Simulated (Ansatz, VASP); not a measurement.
# Te (Tellurium): VASP beside Ansatz, part 2 of 2

One calculation is typed for both programs; each brings its own data sets. How far apart do they land? The cell is taken from a series of runs on this material, whose earlier steps may have relaxed, scaled, displaced or heated it; both programs get it as it stands.

VASP 6.6.1 and Ansatz 0.2.0.

So far: The starting structure; VASP: zone-centre phonons, LDA.

## (3) Ansatz: zone-centre phonons, LDA

Level of this step: Ansatz beside VASP: Kohn-Sham DFT, plane waves, LDA (Ansatz).

Ansatz runs on its PAW soft_1 files.

The same cell, functional (in two slightly different forms), mesh and smearing now go to Ansatz, which takes its cutoff from its data sets.

input.yaml

```yaml
crystal:
  lattice:
    - [4.2350377639, 0.0, 0.0]
    - [-2.1175188819, 3.6676502895, 0.0]
    - [0.0, 0.0, 5.9274876099]
  atoms:
    - { symbol: Te, position: [0.2896363777, 0.0, 0.3333333333] }
    - { symbol: Te, position: [0.0, 0.2896363777, 0.6666666667] }
    - { symbol: Te, position: [0.7103636223, 0.7103636223, 0.0] }
kpoints:
  mp_grid: { grid: [12, 12, 8] }
hamiltonian:
  xc: lda
  pseudopotentials: { kind: paw, azcp: { folder: soft_1 }, xc_functional: pbe }
scf:
  occupations: { method: methfessel_paxton, width: 0.2 }
output:
  eigenvalues: true
phonons:
  method: dfpt
```

On the command line:

```console
ansatz run input.yaml --threads 4 --pin off --max-ram 10240MiB --backend cpu --events-out ev --progress --plain --runs-dir out
```

Numbers of over 12 decimals in the logs are rounded to 6 here.

Log:

```text
zone centre: on kpoints.mp_grid the ground state, and the responses unless they are solved on pairs of k-points, stand on 320 of the mesh's 1152 k-points, reduced under 2 symmetry operations, with k and −k counted as one. Each operation leaves every solved displacement unchanged or reverses it
Engine: ansatz 0.2.0, aarch64-unknown-linux-gnu
Pseudopotentials: kind: paw
Pseudopotential: Te, paw, valence charge 16, recommended cutoff 420 eV (normal), soft_1/Te.paw.azcp
Functional definition: SPW92
  exchange = slater_x
  correlation = pw_c
Crystal: 3 atoms, lattice volume = 92.070 Å³
Basis set: ecut = 420 eV, 1789 PW (Γ), exchange–correlation on 60×60×96 points (8 copies of the dense FFT grid, shifted against one another)
Bands: 29, of which v1, the nominal top of the filled ones, is band 24 counted from 1 (23 counted from 0)
Symmetry: 6 space group operations
k-points: 320 of 1152 (irreducible under 2 space group operations, time reversal used)
Non-local potential: Te, projectors of the file, l = 0: 2, l = 1: 2, l = 2: 2, l = 3: 1
PAW form: soft (Blöchl's): semilocal exchange-correlation on the pseudo side does not see the compensation charge
PAW frozen core: Te, regenerated for the run's functional, and the local potential with it (the file was generated under x = pbe(κ = 0.804, μ = 0.219515), c = pbe(β = 0.066725))
PAW one-centre angular grid: Te, 590 points (default); XC on 64 Gauss nodes
Initial density: superposition of atomic densities (chi_scale 0.1, normalization cell)
Initial wavefunctions: pseudopotential atomic-orbital guess
Functional: x = slater, c = lda
SCF iter   1: F=—  HF=-20481.844358 eV  |F-HF|=—  |Δ(HF+E_count)|=         —  Δρ=1.41e-2  dr2=1.27e-1  ethr=3.10e-3  ⟨swp⟩=8.7  Hψ=46129  notcnv=0
preconditioner: auto → Resta (q_TF=auto, 2.448 Å⁻¹)  ε∞=4.4  [insulator: Δε(μ)=0.179 eV  Ē_g=8.870 eV  σ=0.200 eV  W_gap=0.52  n_scr=22 (ndim 8)  ℏωp=16.4 eV  f_vac=0.000  D(μ)=-0.05/eV (n_scr^D=0)  ε∞_Penn≈4.4]
SCF iter   2: F=—  HF=-20481.819844 eV  |F-HF|=—  |Δ(HF+E_count)|=   2.45e-2  S|Δr|=    0.00e0  Δρ=7.99e-3  dr2=4.10e-2  ethr=2.64e-4  ⟨swp⟩=1.1  Hψ=11873  notcnv=0  defer=2
SCF iter   3: F=—  HF=-20481.810664 eV  |F-HF|=—  |Δ(HF+E_count)|=   9.18e-3  S|Δr|=    0.00e0  Δρ=7.12e-4  dr2=4.99e-4  ethr=8.55e-5  ⟨swp⟩=2.1  Hψ=13252  notcnv=0  defer=2
SCF iter   4: F=—  HF=-20481.810688 eV  |F-HF|=—  |Δ(HF+E_count)|=   2.34e-5  S|Δr|=    0.00e0  Δρ=2.09e-4  dr2=4.85e-5  ethr=1.04e-6  ⟨swp⟩=3.0  Hψ=18179  notcnv=0  defer=2
SCF iter   5: F=—  HF=-20481.810691 eV  |F-HF|=—  |Δ(HF+E_count)|=   3.57e-6  S|Δr|=    0.00e0  Δρ=6.64e-5  dr2=5.31e-6  ethr=1.01e-7  ⟨swp⟩=2.0  Hψ=14062  notcnv=0  defer=2
SCF iter   6: F=—  HF=-20481.810691 eV  |F-HF|=—  |Δ(HF+E_count)|=   5.69e-7  S|Δr|=    0.00e0  Δρ=1.51e-5  dr2=1.67e-7  ethr=1.11e-8  ⟨swp⟩=2.0  Hψ=16866  notcnv=0  defer=2
SCF iter   7: F=—  HF=-20481.810695 eV  |F-HF|=—  |Δ(HF+E_count)|=   4.32e-6  S|Δr|=    0.00e0  Δρ=2.08e-6  dr2=3.65e-9  ethr=3.47e-10  ⟨swp⟩=2.0  Hψ=11447  notcnv=0  defer=2
SCF iter   8: F=—  HF=-20481.810695 eV  |F-HF|=—  |Δ(HF+E_count)|=   1.66e-9  S|Δr|=    0.00e0  Δρ=5.73e-7  dr2=2.20e-10  ethr=7.61e-12  ⟨swp⟩=2.0  Hψ=16995  notcnv=0  defer=2
SCF iter   9: F=-20481.810695 eV  HF=-20481.810695 eV  |F-HF|=0.00e0  |Δ(HF+E_count)|=  2.91e-11  S|Δr|=    0.00e0  Δρ=1.15e-7  dr2=9.45e-12  ethr=1.00e-12  ⟨swp⟩=8.0  Hψ=56739  notcnv=0
SCF 1 converged in 9 iterations: F = -20481.810695 eV  dr2 = 9.45e-12
  greatest PAW one-centre occupation: 0.999 electrons in one spin orbital (limit 2), on the Te atom at site 1 (counted from 0), in its partial waves of l = 2
DFPT response loops at Γ: preconditioner auto → Kerker (q_TF=auto, 2.448 Å⁻¹) (partly filled bands, converged f_vac=0.007); β = 1.00, the filter's whole step (`scf.mixing.beta` (0.50) is not read by the response loops under this deck's `scf.mixing.preconditioner`; to damp them name `kerker` or `kerker_dos`, under which they read `scf.mixing.beta`, and type it under 1.00, their step now; both keys bind the ground state too); Broyden in place of MSR1
SCF converged after 9 iterations
Stability not checked: this state was not tested for a lower state beside it, because cold or Methfessel-Paxton smearing, or corrected tetrahedra, fill the levels in a way that the test cannot read (fill_not_monotonic; see scf.lower_state_search)
Free energy (F): -20481.810695 eV
Harris-Foulkes:  -20481.810695 eV  (|F-HF|=0.00e0)
Internal energy: -20481.814808 eV  (E = F + TS)
E sigma→0 (E₀):  -20481.811723 eV
Entropy (-TS):   0.004113 eV (1.371 meV/atom)
Fermi energy:    10.068538 eV
Step filling:    the computed levels leave a gap of 0.0000 eV = 0.0 smearing widths at the electron count; against every level under it full and every level over it empty, smearing changes F+E_penalty+E_count by +0.663 meV and its σ→0 estimate by -0.366 meV
--- Per-component energies (eV) ---
  E_band       = -743.574883
  E_kinetic    = 521.073963
  E_local      = -4616.687468  (includes V_loc(G=0)·N_el)
  E_nonlocal   = 210.664072
  E_hartree    = 2317.584518
  E_xc         = -368.363315
  E_vxc        = -310.443994  (∫ρ·V_xc dr)
  E_paw        = -13549.544919  (= ΣΔE_a)
  E_vpaw       = -1183.350519  (= ΣTr[D̂ρ^β])
  E_aug_tail   = 0.000214  (compensation charges beyond the density's cutoff)
  E_ewald      = -4998.577800
  E_core_change = 2.035927  (= ΣΔE_core)
  E_smearing   = 0.004113  (= −TS)
  E_closure    = -0.000000  (closes the sum)
  Σ components = -20481.810695   (vs F -20481.810695, Δ=0.00e0)
--- Band table (eV; the first three rows and the last of 320) ---
  k-point 0: bands = [... 20 lower, 7.4973, 8.2289, 8.2289, 8.8083, 11.1004, 11.1004, 11.8225, 14.8773, ... 1 higher]
  k-point 1: bands = [... 20 lower, 7.5975, 8.2930, 8.4638, 8.8452, 10.9514, 10.9774, 11.6475, 14.3756, ... 1 higher]
  k-point 2: bands = [... 20 lower, 7.5364, 8.4983, 8.8427, 8.9547, 10.6255, 10.6800, 11.2273, 13.9672, ... 1 higher]
  k-point 319: bands = [... 20 lower, 5.1517, 8.4815, 8.8529, 9.8202, 10.6504, 11.5782, 11.6497, 14.9754, ... 1 higher]
--- Phonons (Γ-DFPT): 3 representative perturbations + reference, on 320 of 1152 k-points (Σ response iterations 9) ---
  k mesh reduced under 2 symmetry operations, with k and −k counted as one. Each operation leaves every solved displacement unchanged or reverses it
  ASR residual: 1.151e-4 → 0.000e0 eV/Å²; symmetrization residual: 1.068e-5 eV/Å²
  ASR residual per site (eV/Å²): 1.15e-4 1.15e-4 1.15e-4
  Γ frequencies (cm⁻¹): 0.00 0.00 0.00 81.34 81.34 90.31 95.62 127.15 127.15
  non-analytic LO–TO correction: not included (Born effective charges unavailable; polar crystals: no LO–TO splitting at Γ)
```

The column dr2 measures how far the density is from self-consistency, as an energy; F and HF (Harris–Foulkes) agree once it is small.

## (4) Side by side

Known differences besides the potentials themselves: the data sets hold 48 valence electrons in Ansatz (on its PAW soft_1 files) and 18 in VASP; the cutoff is 420 eV in Ansatz and 500 eV in VASP; VASP's log shows a relativistic correction to its local exchange, Ansatz's none. Total energies have different zeros and are not compared.

Both answers:

| quantity | Ansatz | VASP | difference |
| --- | --- | --- | --- |
| optical mode 1 to 2 (cm⁻¹) | 81.3 | 82.0 | -0.76 % |
| optical mode 3 (cm⁻¹) | 90.3 | 91.1 | -0.89 % |
| optical mode 4 (cm⁻¹) | 95.6 | 97.6 | -2.07 % |
| optical mode 5 to 6 (cm⁻¹) | 127.2 | 128.2 | -0.79 % |

Modes are paired by rising frequency, not by their patterns, so a pair may set unlike modes beside each other; they are those without the splitting of longitudinal modes.

## (5) What came out

```yaml
r_m_s_difference_of_the_optical_zone_centre_modes_each_program_s_sorted_by_frequency_zone_centre_phonons_lda: 1.1 cm⁻¹
difference_in_optical_mode_4_zone_centre_phonons_lda: -2.1 %
```

The r.m.s. difference of the optical zone-centre modes, each program's sorted by frequency is 1.1 cm⁻¹ (zone-centre phonons, LDA). The data sets hold unlike numbers of valence electrons (48 in Ansatz and 18 in VASP), so part of the differences may come from the potentials. Among the rows given in per cent, the largest difference of the zone-centre phonons, LDA pair is in optical mode 4, -2.1 %. How closely two codes agree says nothing of how well the functional describes the real material.

[Lines on the potential files, build, host, timing and source positions are cut from VASP's logs without a mark.]

[Logs are printed without paths, hosts, clocks, repeated set-up lines and the standing remarks that a program may print on its own settings, such as how far it seeks lower states.]

[Hosts, paths, dates, database ids (printed as entryN), source tags and the programs' standing remarks are cut or masked in the printed files.]
